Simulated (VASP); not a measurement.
```xyz
5
Lattice="4.5245 0.0000 0.0000 0.0000 4.5245 0.0000 0.0000 0.0000 4.5245" Properties=species:S:1:pos:R:3 pbc="T T T"
Cs     0.0000     0.0000     0.0000
Ca     2.2622     2.2622     2.2622
F      0.0000     2.2622     2.2622
F      2.2622     0.0000     2.2622
F      2.2622     2.2622     0.0000
```

All values below come from r2SCAN meta-GGA with spin-orbit coupling, VASP's PBE PAW potentials (set 64) (plane waves; VASP 6.6.1). Settings: 520 eV cut-off, 5×5×5 Γ-centred mesh, Gaussian smearing of 0.050 eV, potentials Cs_sv Ca_sv F.

Question: Predict the energy per atom (σ→0), band gap (over mesh and band path) with the smallest direct gap where there is one.

Answer: 
- band gap (over mesh and band path) = 7.95 eV
- smallest direct gap (over mesh and band path) = 7.95 eV
- energy per atom (σ→0) = -12.035 eV/atom

The absolute energy has meaning only against runs of the same code, potentials and settings.

The structure comes from a computed database's CsCaF3 entry (Pm-3m); how it stands against other phases isn't given here. It was relaxed first.
